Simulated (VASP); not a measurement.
SnO (Romarchite):

```xyz
4
Lattice="3.7986 0.0000 0.0000 0.0000 3.7986 0.0000 0.0000 0.0000 4.8408" Properties=species:S:1:pos:R:3 pbc="T T T"
Sn    1.8993    0.0000    1.1468
Sn    0.0000    1.8993    3.6940
O     0.0000    0.0000    0.0000
O     1.8993    1.8993    0.0000
```

Base run:

| Property | Result |
| --- | --- |
| Program | VASP 6.6.1 |
| Functional | PBEsol |
| Potentials or basis | VASP PAW PBE potentials, release 64 (Sn_d, O) |
| Cutoff | 520 eV |
| k mesh | 9 × 9 × 7 |
| Occupations | fermi-dirac, width 0.02 eV |
| Spin | no spin polarisation |

Its results: band gap on the k mesh 0.19 eV, indirect (least direct gap 1.94 eV); pressure 0.8 GPa; largest force 0.286 eV/Å.

The run is repeated on the same cell with these changes: potentials or basis from VASP PAW PBE potentials, release 64 (Sn_d, O) to VASP PAW PBE potentials, release 64 (Sn, O); cutoff from 520 eV to 500 eV; k mesh from 9 × 9 × 7 to 6 × 6 × 5; valence electrons from 40 to 20. What comes out?

Band gap on the k mesh 0.05 eV, indirect (least direct gap 1.90 eV); pressure 0.3 GPa; largest force 0.240 eV/Å.

Caveats: the PAW data sets were made with another functional, which shifts forces and pressure a little; spin-orbit coupling is left out, which moves the levels of the heavy elements; an odd mesh through Γ misses points on the zone boundary, where band edges often lie.

Not every run made on this cell is shown here.
